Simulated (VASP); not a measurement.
# Sn2GeO2 (I4/mmm) in VASP: band structure with PBE

Aim: the band structure of Sn2GeO2 with PBE.

All numbers are computed with VASP 6.6.1; they aren't measurements. Logs are shortened: lines on timing, memory, paths and dates and some standing lists are left out, and cuts for length are marked.

## Step 1: Starting point

Symmetry: I4/mmm, No. 139, tetragonal system. Conventional cell: a = 3.694 Å, b = 3.694 Å, c = 12.866 Å, α = 90.00°, β = 90.00°, γ = 90.00°. Sn (site symmetry 4mm) is surrounded by 4 O at 2.22 Å. Ge (site symmetry 4/mmm) is surrounded by 8 Sn at 3.28 Å and 4 Ge at 3.69 Å and 8 O at 3.71 Å. Around O (site symmetry -4m2) lie 4 Sn at 2.22 Å.

The cell was built by a generator and needn't be a form met in nature.

## Step 2: Band structure, PBE

File INCAR:

```
PREC = Accurate
ENCUT = 520
EDIFF = 1E-7
ISMEAR = 0
SIGMA = 0.1
LREAL = False
LASPH = True
NELM = 60
ALGO = Normal
ISIF = 2
LWAVE = False
LCHARG = False
GGA = PE
NBANDS = 35
KPAR = 4
```

File KPOINTS:

```
regular mesh
0
Gamma
  12 12 12
```

File POSCAR:

```
Sn2GeO2
1.0
   -1.8468400000      1.8468400000      6.4331200000
    1.8468400000     -1.8468400000      6.4331200000
    1.8468400000      1.8468400000     -6.4331200000
Sn Ge O
2 1 2
Direct
    0.6539140000      0.6539140000      0.0000000000
    0.3460860000      0.3460860000      0.0000000000
    0.0000000000      0.0000000000      0.0000000000
    0.2500000000      0.7500000000      0.5000000000
    0.7500000000      0.2500000000      0.5000000000
```

File KPOINTS_OPT:

```
path GXYSGZS1NPY1Z,XP
10
line-mode
reciprocal
 0.0000000000  0.0000000000  0.0000000000  G
-0.5000000000  0.5000000000  0.0000000000  X

-0.5000000000  0.5000000000  0.0000000000  X
-0.5000000000  0.5000000000 -0.0412083517  Y

-0.5000000000  0.5000000000 -0.0412083517  Y
-0.2706041759  0.2706041759 -0.2706041759  S

-0.2706041759  0.2706041759 -0.2706041759  S
 0.0000000000  0.0000000000  0.0000000000  G

 0.0000000000  0.0000000000  0.0000000000  G
 0.5000000000  0.5000000000 -0.5000000000  Z

 0.5000000000  0.5000000000 -0.5000000000  Z
 0.2706041759  0.7293958241 -0.7293958241  S1

 0.2706041759  0.7293958241 -0.7293958241  S1
 0.0000000000  0.5000000000 -0.5000000000  N

 0.0000000000  0.5000000000 -0.5000000000  N
-0.2500000000  0.7500000000 -0.2500000000  P

-0.2500000000  0.7500000000 -0.2500000000  P
 0.0412083517  0.9587916483 -0.5000000000  Y1

 0.0412083517  0.9587916483 -0.5000000000  Y1
 0.5000000000  0.5000000000 -0.5000000000  Z

-0.5000000000  0.5000000000  0.0000000000  X
-0.2500000000  0.7500000000 -0.2500000000  P
```

Potentials or basis: VASP PAW PBE potentials, release 64 (Sn_d, Ge_d, O).

Run with:

```console
> cat potpaw_PBE.64/Sn_d/POTCAR potpaw_PBE.64/Ge_d/POTCAR potpaw_PBE.64/O/POTCAR > POTCAR
> mpirun -np 4 vasp_std > vasp.out
```

OUTCAR:

```text
PREC = Accurate
   ENCUT = 520
   EDIFF = 1E-7
   ISMEAR = 0
   LREAL = False
   LASPH = True
   NELM = 60
   ISIF = 2
   GGA = PE

 ion  position               nearest neighbor table
   1  0.654  0.654  0.000-   4 2.22   5 2.22   4 2.22   5 2.22   3 3.28   3 3.28   3 3.28   3 3.28
                             2 3.60   2 3.60   2 3.60   2 3.60
   2  0.346  0.346  0.000-   4 2.22   5 2.22   4 2.22   5 2.22   3 3.28   3 3.28   3 3.28   3 3.28
                             1 3.60   1 3.60   1 3.60   1 3.60
   3  0.000  0.000  0.000-   1 3.28   1 3.28   1 3.28   2 3.28   1 3.28   2 3.28   2 3.28   2 3.28

   4  0.250  0.750  0.500-   2 2.22   1 2.22   2 2.22   1 2.22
   5  0.750  0.250  0.500-   2 2.22   1 2.22   2 2.22   1 2.22

  LATTYP: Found a body centered tetragonal cell.
 ALAT       =     3.6936800000
 C/A-ratio  =     3.4833120357

  Lattice vectors:

 A1 = (  -1.8468400000,   1.8468400000,   6.4331200000)
 A2 = (   1.8468400000,  -1.8468400000,   6.4331200000)
 A3 = (   1.8468400000,   1.8468400000,  -6.4331200000)

Analysis of symmetry for initial positions (statically):
=====================================================================
 Subroutine PRICEL returns:
 Original cell was already a primitive cell.

 Routine SETGRP: Setting up the symmetry group for a
 body centered tetragonal supercell.

 Subroutine GETGRP returns: Found 16 space group operations
 (whereof 16 operations were pure point group operations)
 out of a pool of 16 trial point group operations.

The static configuration has the point symmetry D_4h.

Analysis of symmetry for dynamics (positions and initial velocities):
=====================================================================
 Subroutine PRICEL returns:
 Original cell was already a primitive cell.

 Routine SETGRP: Setting up the symmetry group for a
 body centered tetragonal supercell.

 Subroutine GETGRP returns: Found 16 space group operations
 (whereof 16 operations were pure point group operations)
 out of a pool of 16 trial point group operations.

The dynamic configuration has the point symmetry D_4h.

 Subroutine INISYM returns: Found 16 space group operations
 (whereof 16 operations are pure point group operations),
 and found     1 'primitive' translations

----------------------------------------------------------------------------------------

                                     Primitive cell

  volume of cell :      87.7688

  direct lattice vectors                    reciprocal lattice vectors
    -1.846840000  1.846840000  6.433120000     0.000000000  0.270732711  0.077722785
     1.846840000 -1.846840000  6.433120000     0.270732711  0.000000000  0.077722785
     1.846840000  1.846840000 -6.433120000     0.270732711  0.270732711  0.000000000

  length of vectors
     6.943102254  6.943102254  6.943102254     0.281668301  0.281668301  0.382873872

  position of ions in fractional coordinates (direct lattice)
     0.653914000  0.653914000  0.000000000
     0.346086000  0.346086000  0.000000000
     0.000000000  0.000000000  0.000000000
     0.250000000  0.750000000  0.500000000
     0.750000000  0.250000000  0.500000000

  ion indices of the primitive-cell ions
   primitive index   ion index
                 1           1
                 2           2
                 3           3
                 4           4
                 5           5

----------------------------------------------------------------------------------------

 KPOINTS: regular mesh

Automatic generation of k-mesh.
 Grid dimensions read from file:
 generate k-points for:   12   12   12

 Generating k-lattice:

  Cartesian coordinates                     Fractional coordinates (reciprocal lattice)
     0.000000000  0.022561059  0.006476899     0.083333333 -0.000000000  0.000000000
     0.022561059  0.000000000  0.006476899    -0.000000000  0.083333333  0.000000000
     0.022561059  0.022561059  0.000000000     0.000000000  0.000000000  0.083333333

  Length of vectors
     0.023472358  0.023472358  0.031906156

  Shift w.r.t. Gamma in fractional coordinates (k-lattice)
     0.000000000  0.000000000  0.000000000

 Subroutine IBZKPT returns following result:
 ===========================================

 Found    163 irreducible k-points:

 Following reciprocal coordinates:
            Coordinates               Weight
  0.000000  0.000000  0.000000      1.000000
  0.083333 -0.000000  0.000000      8.000000
  0.166667 -0.000000  0.000000      8.000000
  0.250000  0.000000  0.000000      8.000000
  0.333333 -0.000000  0.000000      8.000000
  0.416667  0.000000  0.000000      8.000000
[... 16 lines left out ...]
  0.500000  0.166667 -0.000000     16.000000
 -0.416667  0.166667  0.000000     16.000000
 [... further k-points ...]
   k-points           NKPTS =    163   k-points in BZ     NKDIM =    163   number of bands    NBANDS=     35
   number of dos      NEDOS =    301   number of ions     NIONS =      5
   total plane-waves  NPLWV = 157464
   dimension x,y,z NGX =    54 NGY =   54 NGZ =   54
   dimension x,y,z NGXF=   108 NGYF=  108 NGZF=  108
   ions per type =               2   1   2
   NGX,Y,Z   is equivalent  to a cutoff of  12.93, 12.93, 12.93 a.u.
   NGXF,Y,Z  is equivalent  to a cutoff of  25.86, 25.86, 25.86 a.u.
 SYSTEM =  unknown system
   PREC   = accura    normal or accurate (medium, high low for compatibility)
   ISTART =      0    job   : 0-new  1-cont  2-samecut
   ICHARG =      2    charge: 1-file 2-atom 10-const
   ISPIN  =      1    spin polarized calculation?
   LNONCOLLINEAR =      F non collinear calculations
   LSORBIT =      F    spin-orbit coupling
   LASPH  =      T    aspherical Exc in radial PAW
   ENCUT  =  520.0 eV  38.22 Ry    6.18 a.u.  12.91 12.91 12.91*2*pi/ulx,y,z
   NELM   =     60;   NELMIN=  2; NELMDL= -5     # of ELM steps
   EDIFF  = 0.1E-06   stopping-criterion for ELM
   LREAL  =      F    real-space projection
   EDIFFG = 0.1E-05   stopping-criterion for IOM
   NSW    =      0    number of steps for IOM
   IBRION =     -1    ionic relax: 0-MD 1-quasi-New 2-CG
   NFREE  =      0    steps in history (QN), initial steepest desc. (CG)
   ISIF   =      2    stress and relaxation
   ISYM   =      2    0-nonsym 1-usesym 2-fastsym
   POTIM  = 0.5000    time-step for ionic-motion
   TEBEG  =    0.0;   TEEND  =   0.0 temperature during run
   PSTRESS=    0.0 pullay stress
   NELECT =      54.0000    total number of electrons
   NUPDOWN=      -1.0000    fix difference up-down
   EMIN   =  10.00;   EMAX   =-10.00  energy-range for DOS
   EFERMI =   0.00;   METHOD = LEGACY
   ISMEAR =     0;   SIGMA  =   0.10  broadening in eV -4-tet -1-fermi 0-gaus
   EFERMI_NEDOS =   21; number of points for ismear=-14 and -15
   IALGO  =     38    algorithm
   IMIX   =      4    mixing-type and parameters
     AMIX     =   0.40;   BMIX     =  1.00
     AMIX_MAG =   1.60;   BMIX_MAG =  1.00
  volume/ion in A,a.u.               =      17.55       118.46
  Fermi-wavevector in a.u.,A,eV,Ry     =   1.392385  2.631226 26.378107  1.938736
  Thomas-Fermi vector in A             =   2.516133
   LORBIT       =      0    0 simple, 1 ext, 2 COOP (PROOUT), +10 PAW based schemes
   GGA     = PE    functional components
   LHFCALC =     F    Hartree Fock is set to
   AEXX    =    0.0000 exact exchange contribution
   IVDW    =     0    specifies the selected vdW correction
   LEPSILON=     F    determine dielectric tensor
   LRPA    =     F    only Hartree local field effects (RPA)
 non-spin polarized calculation
 Gauss-broadening in eV      SIGMA  =   0.10
  energy-cutoff  :      520.00
  volume of cell :       87.77
 maximum number of plane-waves:      2384
 NGX is ok and might be reduce to    54
   NGX = 25   NGY = 25   NGZ = 25

 number of electron      54.0000000 magnetization

 Free energy of the ion-electron system (eV)
  ---------------------------------------------------
  ext. energy  EPLUGINS =         0.00000000
  ---------------------------------------------------
  free energy    TOTEN  =       -25.82518884 eV

  energy without entropy =      -25.81892751  energy(sigma->0) =      -25.82205817

 E-fermi :   7.0524     XC(G=0): -10.6652

 val. band max:        7.0518369591   @ k =   0.0833   0.0833   0.0833
 cond. band min:       7.0572830445   @ k =  -0.1667   0.1667   0.0000
 fundamental gap:      0.0054460854
 Fermi energy:         7.0524025026

 k-point     1 :       0.0000    0.0000    0.0000
  band No.  band energies     occupation
      1     -17.6984      2.00000
      2     -17.6895      2.00000
      3     -17.6541      2.00000
      4     -17.6541      2.00000
      5     -17.6428      2.00000
      6     -14.8935      2.00000
[... 27 lines left out ...]
     34      13.2547      0.00000
     35      13.7042      0.00000

 k-point     2 :       0.0833   -0.0000    0.0000
  band No.  band energies     occupation
      1     -17.6979      2.00000
      2     -17.6897      2.00000
      3     -17.6543      2.00000
      4     -17.6540      2.00000
      5     -17.6426      2.00000
      6     -14.8913      2.00000
[... 27 lines left out ...]
     34      13.5503      0.00000
     35      13.7768      0.00000

 k-point     3 :       0.1667   -0.0000    0.0000
  band No.  band energies     occupation
      1     -17.6963      2.00000
      2     -17.6904      2.00000
      3     -17.6550      2.00000
      4     -17.6540      2.00000
      5     -17.6420      2.00000
      6     -14.8853      2.00000
[... 27 lines left out ...]
     34      13.8287      0.00000
     35      14.0613      0.00000

 k-point     4 :       0.2500    0.0000    0.0000
  band No.  band energies     occupation
      1     -17.6943      2.00000
      2     -17.6912      2.00000
      3     -17.6559      2.00000
      4     -17.6539      2.00000
      5     -17.6410      2.00000
      6     -14.8768      2.00000
[... 27 lines left out ...]
     34      13.7228      0.00000
     35      14.3141      0.00000

 k-point     5 :       0.3333   -0.0000    0.0000
  band No.  band energies     occupation
      1     -17.6923      2.00000
      2     -17.6921      2.00000
      3     -17.6569      2.00000
      4     -17.6539      2.00000
      5     -17.6401      2.00000
      6     -14.8651      2.00000
[... 638 lines left out ...]
 k-point    22 :       0.4167    0.1667    0.0000
  band No.  band energies     occupation
      1     -17.6936      2.00000
      2     -17.6885      2.00000
      3     -17.6575      2.00000
      4     -17.6548      2.00000
      5     -17.6388      2.00000
      6     -14.8578      2.00000
[... 27 lines left out ...]
     34      13.6266      0.00000
     35      14.4401      0.00000

 k-point    23 :       0.5000    0.1667   -0.0000
  band No.  band energies     occupation
      1     -17.6939      2.00000
      2     -17.6880      2.00000
      3     -17.6578      2.00000
      4     -17.6548      2.00000
      5     -17.6385      2.00000
      6     -14.8354      2.00000
[... 27 lines left out ...]
     34      13.7935      0.00000
     35      14.5642      0.00000

 k-point    24 :      -0.4167    0.1667    0.0000
  band No.  band energies     occupation
      1     -17.6936      2.00000
      2     -17.6885      2.00000
      3     -17.6575      2.00000
      4     -17.6548      2.00000
      5     -17.6388      2.00000
      6     -14.8565      2.00000
[... 27 lines left out ...]
     34      13.6767      0.00000
     35      14.3677      0.00000

 [... further k-points ...]

------------------------ aborting loop because EDIFF is reached ----------------------------------------

  FORCE on cell =-STRESS in cart. coord.  units (eV):
  Direction    XX          YY          ZZ          XY          YZ          ZX
  --------------------------------------------------------------------------------------
  -------------------------------------------------------------------------------------
  Total       -0.0010838     -0.0010838      0.0133858      0.0000000      0.0000000     -0.0000000
  in kB       -0.0197850     -0.0197850      0.2443521      0.0000000      0.0000000     -0.0000000
  external PRESSURE =       0.0682607 kB  Pullay stress =       0.0000000 kB

 VOLUME and BASIS-vectors are now :
 -----------------------------------------------------------------------------
  energy-cutoff  :      520.00
  volume of cell :       87.77
      direct lattice vectors                 reciprocal lattice vectors
    -1.846840000  1.846840000  6.433120000     0.000000000  0.270732711  0.077722785
     1.846840000 -1.846840000  6.433120000     0.270732711  0.000000000  0.077722785
     1.846840000  1.846840000 -6.433120000     0.270732711  0.270732711  0.000000000

 POSITION                                       TOTAL-FORCE (eV/Angst)
 -----------------------------------------------------------------------------------
      0.00000      0.00000      8.41341        -0.000000     -0.000000      0.004393
      0.00000      0.00000      4.45283        -0.000000     -0.000000     -0.004393
      0.00000      0.00000      0.00000         0.000000      0.000000     -0.000000
      1.84684      0.00000      3.21656         0.000000      0.000000      0.000000
      0.00000      1.84684      3.21656         0.000000      0.000000     -0.000000
 -----------------------------------------------------------------------------------
    total drift:                               -0.000000     -0.000000      0.000000

  FREE ENERGIE OF THE ION-ELECTRON SYSTEM (eV)
  ---------------------------------------------------
  free  energy   TOTEN  =       -25.8251888356 eV

  energy  without entropy=      -25.8189275134  energy(sigma->0) =      -25.82205817
```

Wall time 13 min (4 MPI ranks of Intel Xeon Platinum 8488C (Sapphire Rapids), shared host); peak memory 0.83 GiB.

What came out:

```yaml
Free_energy: -25.8252 eV
Pressure: 0.0 GPa
Largest_force: 0.004 eV/Å
Band_gap_along_the_path: none (metal or under the smearing width)
```

Forces in eV/Å, atoms in the order of the input:
```
Sn   0.000  0.000  0.004
Sn   0.000  0.000 -0.004
Ge   0.000  0.000  0.000
O    0.000  0.000  0.000
O    0.000  0.000  0.000
```

Levels at the corners of the path, in eV from the Fermi level:
| point | band 23 | band 24 | band 25 | band 26 | band 27 | band 28 | band 29 | band 30 | band 31 | band 32 |
| --- | --- | --- | --- | --- | --- | --- | --- | --- | --- | --- |
| Γ | -2.77 | -2.63 | -2.63 | -1.95 | 0.95 | 0.95 | 1.66 | 2.59 | 5.85 | 6.03 |
| X | -3.11 | -2.51 | -1.97 | -1.97 | -1.79 | -1.52 | 0.39 | 1.31 | 3.60 | 4.89 |
| X | -3.11 | -2.51 | -1.97 | -1.97 | -1.79 | -1.52 | 0.39 | 1.31 | 3.60 | 4.89 |
| Y | -3.09 | -2.54 | -1.98 | -1.98 | -1.81 | -1.37 | 0.03 | 1.78 | 3.61 | 4.88 |
| Y | -3.09 | -2.54 | -1.98 | -1.98 | -1.81 | -1.37 | 0.03 | 1.78 | 3.61 | 4.88 |
| S | -4.63 | -4.20 | -3.96 | -2.18 | -0.45 | 2.18 | 2.59 | 3.94 | 5.32 | 6.03 |
| S | -4.63 | -4.20 | -3.96 | -2.18 | -0.45 | 2.18 | 2.59 | 3.94 | 5.32 | 6.03 |
| Γ | -2.77 | -2.63 | -2.63 | -1.95 | 0.95 | 0.95 | 1.66 | 2.59 | 5.85 | 6.03 |
| Γ | -2.77 | -2.63 | -2.63 | -1.95 | 0.95 | 0.95 | 1.66 | 2.59 | 5.85 | 6.03 |
| Z | -3.33 | -2.62 | -2.62 | -0.28 | 1.40 | 1.40 | 2.03 | 3.55 | 4.12 | 4.12 |
| Z | -3.33 | -2.62 | -2.62 | -0.28 | 1.40 | 1.40 | 2.03 | 3.55 | 4.12 | 4.12 |
| S1 | -4.63 | -4.20 | -3.96 | -2.18 | -0.45 | 2.18 | 2.59 | 3.94 | 5.32 | 6.03 |
| S1 | -4.63 | -4.20 | -3.96 | -2.18 | -0.45 | 2.18 | 2.59 | 3.94 | 5.32 | 6.03 |
| N | -4.42 | -4.41 | -4.11 | -1.67 | -0.74 | 2.11 | 2.60 | 3.89 | 5.19 | 6.03 |
| N | -4.42 | -4.41 | -4.11 | -1.67 | -0.74 | 2.11 | 2.60 | 3.89 | 5.19 | 6.03 |
| P | -3.16 | -2.07 | -2.07 | -1.97 | -1.97 | -1.68 | 0.27 | 2.28 | 2.28 | 5.13 |
| P | -3.16 | -2.07 | -2.07 | -1.97 | -1.97 | -1.68 | 0.27 | 2.28 | 2.28 | 5.13 |
| Y1 | -3.09 | -2.54 | -1.98 | -1.98 | -1.81 | -1.37 | 0.03 | 1.78 | 3.61 | 4.88 |
| Y1 | -3.09 | -2.54 | -1.98 | -1.98 | -1.81 | -1.37 | 0.03 | 1.78 | 3.61 | 4.88 |
| Z | -3.33 | -2.62 | -2.62 | -0.28 | 1.40 | 1.40 | 2.03 | 3.55 | 4.12 | 4.12 |
| X | -3.11 | -2.51 | -1.97 | -1.97 | -1.79 | -1.52 | 0.39 | 1.31 | 3.60 | 4.89 |
| P | -3.16 | -2.07 | -2.07 | -1.97 | -1.97 | -1.68 | 0.27 | 2.28 | 2.28 | 5.13 |

Caveat: spin-orbit coupling is left out, which moves the levels of the heavy elements.
